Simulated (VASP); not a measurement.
Wanted: the native input for a VASP 6.6.1 run.

* Task: relaxation of cell and atoms
* Functional: PBE
* Potentials or basis: VASP PAW PBE potentials, release 64 (Si)
* Cutoff: 600 eV
* k mesh: 10 × 10 × 10
* Occupations: gaussian, width 0.03 eV
* Spin: no spin polarisation
* Further INCAR settings: ALGO = Normal; EDIFF = 1e-06; IBRION = 2; EDIFFG = -0.01; NSW = 90; ISIF = 3

The structure of Si lies in POSCAR:

```
Si
1.0
    0.0000000000      2.7135600000      2.7135600000
    2.7135600000      0.0000000000      2.7135600000
    2.7135600000      2.7135600000      0.0000000000
Si
2
Direct
    0.7500000000      0.7500000000      0.7500000000
    0.5000000000      0.5000000000      0.5000000000
```

One way to write it, as run:

INCAR

```
PREC = Accurate ; ENCUT = 600
EDIFF = 1E-6 ; ISMEAR = 0
SIGMA = 0.03 ; LREAL = False
LASPH = True ; NELM = 80
ALGO = Normal ; ISIF = 3
LWAVE = False ; LCHARG = False
GGA = PE ; IBRION = 2
NSW = 90 ; EDIFFG = -0.01
KPAR = 4
```

KPOINTS

```
regular mesh
0
Gamma
  10 10 10
```

Potentials or basis: VASP PAW PBE potentials, release 64 (Si).

Launch:

```console
$ cat potpaw_PBE.64/Si/POTCAR > POTCAR
$ mpirun -np 4 vasp_std > vasp.out
```

Results of the run:

```
Relaxed volume                         : 20.44 Å³/atom
Relaxed cell                           : a = 3.867 Å, b = 3.867 Å, c = 3.867 Å, α = 60.00°, β = 60.00°, γ = 60.00°
Space group after relaxing (to 0.05 Å) : Fd-3m (No. 227)
Energy gained by relaxing              : 3.0 meV/atom
Ionic steps                            : 3
Pressure after relaxing                : 0.0 GPa
Band gap on the k mesh                 : 0.62 eV, indirect (least direct gap 2.56 eV)
```

Wall time 6.3 s on 4 MPI ranks on AMD EPYC 9R45 96-Core Processor (Zen 5) (shared host), peak memory 0.15 GiB a rank.
